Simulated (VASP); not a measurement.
Level of theory: RPBE GGA, VASP's PBE PAW potentials (set 64) (plane waves; VASP 6.6.1).

A VASP calculation is set up with these files.

INCAR:
```
# general
SYSTEM =CuAu
PREC   =Accurate
ENCUT  =520   # plane-wave cut-off (eV)
LREAL  =F   # projection in real space or not
LASPH  =T

# electronic loop
EDIFF  =1E-6   # SCF stop (eV)
NELM   =100   # most electronic steps
ALGO   =Normal
LMAXMIX=6   # l cut-off of mixed one-centre charges

# smearing
ISMEAR =1   # Methfessel-Paxton
SIGMA  =0.1

# functional
GGA    =RP   # RPBE

# ions
IBRION =2
NSW    =60   # most ionic steps
ISIF   =3
EDIFFG =-0.01   # ionic stop

# output
LWAVE  =F
LCHARG =F
```

File POSCAR:
```
CuAu
1
    2.9098092375    -0.0000000000     0.0000000000
    0.0000000000     2.9098092375     0.0000000000
    0.0000000000    -0.0000000000     3.6557934631
Cu Au
1 1
Direct
  0.0000000000   0.0000000000   1.0000000000
  0.5000000000   0.5000000000   0.5000000000
```

**KPOINTS**
```
Automatic mesh
0
Gamma
11 11 9
0 0 0
```

POTCAR, in this order: Cu Au (PBE.64 set). Program: vasp_std.

Problem. What will the output report for the number of irreducible k-points (NKPTS), largest plane-wave count, number of space-group operations, FFT grid (NGX, NGY, NGZ)?

Solution. 
```json
{
  "number of irreducible k-points (NKPTS)": "105",
  "largest_plane_wave_count": "854",
  "number_of_space_group_operations": "16",
  "FFT grid (NGX, NGY, NGZ)": "24 × 24 × 28"
}
```

The compound is CuAu in the L1_0 structure. This run relaxes it. Symmetry was kept, so distortions that lower it aren't found. The start is the result of an earlier pass.
